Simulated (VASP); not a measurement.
Output of a VASP run:

**OUTCAR**
```
 ion  position               nearest neighbor table
   1  0.500  0.500  0.500-   2 3.29   2 3.29   2 3.29   2 3.29   2 3.29   2 3.29
   2  0.000  0.000  0.000-   1 3.29   1 3.29   1 3.29   1 3.29   1 3.29   1 3.29
  LATTYP: Found a face centered cubic cell.
 ALAT       =     6.5892000000
 Subroutine PRICEL returns:
 Original cell was already a primitive cell.
 Subroutine GETGRP returns: Found 48 space group operations
The static configuration has the point symmetry O_h .
The dynamic configuration has the point symmetry O_h .
 Subroutine INISYM returns: Found 48 space group operations
 Subroutine IBZKPT returns following result:
 Found     16 irreducible k-points:

 Following reciprocal coordinates:
            Coordinates               Weight
  0.000000  0.000000  0.000000      1.000000
  0.166667  0.000000  0.000000      8.000000
  0.333333  0.000000  0.000000      8.000000
  0.500000  0.000000  0.000000      4.000000
  0.166667  0.166667  0.000000      6.000000
  0.333333  0.166667  0.000000     24.000000
  0.500000  0.166667  0.000000     24.000000
 -0.333333  0.166667  0.000000     24.000000
 -0.166667  0.166667  0.000000     12.000000
  0.333333  0.333333  0.000000      6.000000
  0.500000  0.333333  0.000000     24.000000
 -0.333333  0.333333  0.000000     12.000000
  0.500000  0.500000  0.000000      3.000000
  0.500000  0.333333  0.166667     24.000000
 -0.333333  0.333333  0.166667     24.000000
 -0.333333  0.500000  0.166667     12.000000
   k-points           NKPTS =     16   k-points in BZ     NKDIM =     16   number of bands    NBANDS=     14
   number of dos      NEDOS =    301   number of ions     NIONS =      2
   total plane-waves  NPLWV =  27000
   dimension x,y,z NGX =    30 NGY =   30 NGZ =   30
   dimension x,y,z NGXF=    60 NGYF=   60 NGZF=   60
   ions per type =               1   1
   PREC   = accura    normal or accurate (medium, high low for compatibility)
   ISTART =      0    job   : 0-new  1-cont  2-samecut
   ICHARG =      2    charge: 1-file 2-atom 10-const
   ISPIN  =      1    spin polarized calculation?
   LNONCOLLINEAR =      F non collinear calculations
   LSORBIT =      F    spin-orbit coupling
   INIWAV =      1    electr: 0-lowe 1-rand  2-diag
   ENCUT  =  400.0 eV  29.40 Ry    5.42 a.u.   7.60  7.60  7.60*2*pi/ulx,y,z
   NELM   =    100;   NELMIN=  2; NELMDL= -5     # of ELM steps
   EDIFF  = 0.1E-05   stopping-criterion for ELM
   LREAL  =      F    real-space projection
   NLSPLINE    = F    spline interpolate recip. space projectors
   LMAXMIX     =    4 max onsite mixed and CHGCAR
   VOSKOWN=      0    Vosko Wilk Nusair interpolation
   EDIFFG = 0.1E-04   stopping-criterion for IOM
   NSW    =      0    number of steps for IOM
   NBLOCK =      1;   KBLOCK =      1    inner block; outer block
   IBRION =     -1    ionic relax: 0-MD 1-quasi-New 2-CG
   NFREE  =      0    steps in history (QN), initial steepest desc. (CG)
   ISIF   =      2    stress and relaxation
   ISYM   =      2    0-nonsym 1-usesym 2-fastsym
   TEIN   =    0.0    initial temperature
   TEBEG  =    0.0;   TEEND  =   0.0 temperature during run
   SMASS  =  -3.00    Nose mass-parameter (am)
   PSTRESS=    0.0 pullay stress
   NELECT =      20.0000    total number of electrons
   EFERMI =   0.00;   METHOD = LEGACY
   ISMEAR =     0;   SIGMA  =   0.05  broadening in eV -4-tet -1-fermi 0-gaus
   IALGO  =     38    algorithm
   LDIAG  =      T    sub-space diagonalisation (order eigenvalues)
   IMIX   =      4    mixing-type and parameters
     AMIX     =   0.40;   BMIX     =  1.00
     AMIX_MAG =   1.60;   BMIX_MAG =  1.00
     AMIN     =   0.10
   GGA     = PE    functional components
   VOSKOWN =     0    Vosko Wilk Nusair interpolation
   LHFCALC =     F    Hartree Fock is set to
   LHFONE  =     F    Hartree Fock one center treatment
   AEXX    =    0.0000 exact exchange contribution
   IVDW    =     0    specifies the selected vdW correction
   LEPSILON=     F    determine dielectric tensor
   LRPA    =     F    only Hartree local field effects (RPA)
...
```

### OSZICAR
```
       N       E                     dE             d eps       ncg     rms          rms(c)
DAV:   1     0.141348461152E+03    0.14135E+03   -0.79964E+03   448   0.110E+03
DAV:   2     0.268956760481E+01   -0.13866E+03   -0.13614E+03   484   0.303E+02
DAV:   3    -0.742284475043E+01   -0.10112E+02   -0.10087E+02   598   0.899E+01
DAV:   4    -0.766146860769E+01   -0.23862E+00   -0.23856E+00   500   0.178E+01
DAV:   5    -0.767215487304E+01   -0.10686E-01   -0.10686E-01   612   0.334E+00    0.297E+00
DAV:   6    -0.752468079505E+01    0.14747E+00   -0.36489E-01   598   0.452E+00    0.185E+00
DAV:   7    -0.752103296188E+01    0.36478E-02   -0.99824E-02   548   0.174E+00    0.891E-01
DAV:   8    -0.752323129277E+01   -0.21983E-02   -0.10767E-02   484   0.119E+00    0.147E-01
DAV:   9    -0.752317339705E+01    0.57896E-04   -0.14915E-03   660   0.408E-01    0.541E-02
DAV:  10    -0.752321458595E+01   -0.41189E-04   -0.16716E-04   480   0.101E-01    0.245E-02
DAV:  11    -0.752322426071E+01   -0.96748E-05   -0.32760E-05   520   0.476E-02    0.106E-02
DAV:  12    -0.752322461750E+01   -0.35680E-06   -0.16652E-06   524   0.160E-02
   1 F= -.75232246E+01 E0= -.75232246E+01  d E =-.136079E-12
```

### OUTCAR
```
------------------------ aborting loop because EDIFF is reached ----------------------------------------
  FORCE on cell =-STRESS in cart. coord.  units (eV):
  Direction    XX          YY          ZZ          XY          YZ          ZX
  --------------------------------------------------------------------------------------
  Total       -0.1822031     -0.1822031     -0.1822031      0.0000000      0.0000000     -0.0000000
  in kB       -4.0815804     -4.0815804     -4.0815804      0.0000000      0.0000000     -0.0000000
  external PRESSURE =      -4.0815804 kB  Pullay stress =       0.0000000 kB
  volume of cell :       71.52
      direct lattice vectors                 reciprocal lattice vectors
     0.000000000  3.294600000  3.294600000    -0.151763492  0.151763492  0.151763492
     3.294600000  0.000000000  3.294600000     0.151763492 -0.151763492  0.151763492
     3.294600000  3.294600000  0.000000000     0.151763492  0.151763492 -0.151763492
  FREE ENERGIE OF THE ION-ELECTRON SYSTEM (eV)
  ---------------------------------------------------
  free  energy   TOTEN  =        -7.5232246175 eV

  energy  without entropy=       -7.5232246175  energy(sigma->0) =       -7.52322462
```
(Selected blocks of OUTCAR.)

POSCAR:
```
PbTe
1
    0.0000000000     3.2946000000     3.2946000000
    3.2946000000     0.0000000000     3.2946000000
    3.2946000000     3.2946000000     0.0000000000
Te Pb
1 1
Direct
  0.5000000000   0.5000000000   0.5000000000
  0.0000000000   0.0000000000   0.0000000000
```

Question: Write an INCAR and KPOINTS that could have produced this output.

Answer: One answer among several that fit: the input of the run itself, PBE GGA, plane waves, VASP's PBE PAW potentials (set 64).

### INCAR
```
ALGO=Normal
EDIFF=1E-6
ENCUT=400
GGA=PE
ISIF=2
ISMEAR=0
LASPH=.True.
LCHARG=.False.
LMAXMIX=4
LREAL=.False.
LWAVE=.False.
NELM=100
PREC=Accurate
SIGMA=0.05
SYSTEM=PbTe
```

**KPOINTS**
```
Regular mesh
0
gamma
6 6 6
```

POTCAR, in this order: Te Pb_d (PBE.64 set). Program: vasp_std.

The compound is PbTe in the rock salt structure. The cell was not relaxed at this level.
